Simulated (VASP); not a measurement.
Set up this calculation in VASP 6.6.1, as the native input.

```yaml
Task: single point
Functional: PBEsol
Potentials_or_basis: VASP PAW PBE potentials, release 64 (C, Li_sv)
Cutoff: 520 eV
k_mesh: 2 × 2 × 1
Occupations: gaussian, width 0.02 eV
Spin: collinear spin, zero start
Starting_moments: "[0.0, 0.0, 0.0, 0.0, 0.0, 0.0, 0.0, 0.0, 0.0, 0.0, 0.0, 0.0, 0.0, 0.0, 0.0, 0.0, 0.0, 0.0, 0.0] μB"
Dipole_correction: no
Further_INCAR_settings: LREAL = Auto; ALGO = Fast; EDIFF = 1e-06; NBANDS = 56
```

The structure of LiC18 lies in POSCAR:

```
LiC18
1.0
    7.3980000000      0.0000000000      0.0000000000
   -3.6990000000      6.4068560000      0.0000000000
    0.0000000000      0.0000000000     13.0000000000
C Li
18 1
Direct
    0.0009244282      0.0033151986      0.0781879231
    0.2230248805      0.1143720102      0.0771558462
    0.0018976807      0.3371286946      0.0780562308
    0.2236323916      0.4487530233      0.0780666923
    0.0019079999      0.6704886141      0.0780806154
    0.2236447435      0.7806228203      0.0782302308
    0.3346933608      0.0027200549      0.0772330000
    0.5580137964      0.1143720102      0.0771558462
    0.3346805740      0.3377044841      0.0769708462
    0.5580195913      0.4493725159      0.0768747692
    0.3352472808      0.6704886141      0.0780806154
    0.5574494376      0.7815825734      0.0780721538
    0.6690574371      0.0033151986      0.0781879231
    0.8907974780      0.1149282893      0.0780929231
    0.6696905767      0.3377044841      0.0769708462
    0.8917872984      0.4487530233      0.0780666923
    0.6690653211      0.6714639755      0.0780150000
    0.8907998025      0.7815825734      0.0780721538
    0.4471473476      0.2276280285      0.2042760769
```

The cell was built by a generator and needn't be a form met in nature.

These files were run (other wordings do the same):

INCAR

```
SYSTEM = LiC18
PREC = Accurate
ENCUT = 520
EDIFF = 1E-6
ISMEAR = 0
SIGMA = 0.02
LREAL = Auto
LASPH = .TRUE.
NELM = 150
ALGO = Fast
ISIF = 2
LWAVE = .FALSE.
LCHARG = .TRUE.
ISPIN = 2
MAGMOM = 0 0 0 0 0 0 0 0 0 0 0 0 0 0 0 0 0 0 0
LORBIT = 11
GGA = PS
LELF = .TRUE.
LVHAR = .TRUE.
NBANDS = 56
```

KPOINTS

```
Automatic mesh
0
G
  2 2 1
  0 0 0
```

Potentials or basis: VASP PAW PBE potentials, release 64 (C, Li_sv).

Command:

```console
$ cat potpaw_PBE.64/C/POTCAR potpaw_PBE.64/Li_sv/POTCAR > POTCAR
$ mpirun -np 1 vasp_std > vasp.out
```

It gave:

```json
{
  "Largest force": "0.047 eV/Å",
  "Band gap on the k mesh": "none (metal or under the smearing width)",
  "Net moment": "0.00 μB per cell",
  "Valence electrons inside the program's atomic spheres": "C 2.65; Li 2.07"
}
```

Caveat: the k mesh is coarse (spacing up to 0.49 Å⁻¹), so the values aren't converged; the PAW data sets were made with another functional, which shifts forces and pressure a little.

It took 10 min on 1 thread of Intel(R) Xeon(R) Platinum 8488C (Sapphire Rapids) (shared host), peak memory 0.92 GiB.
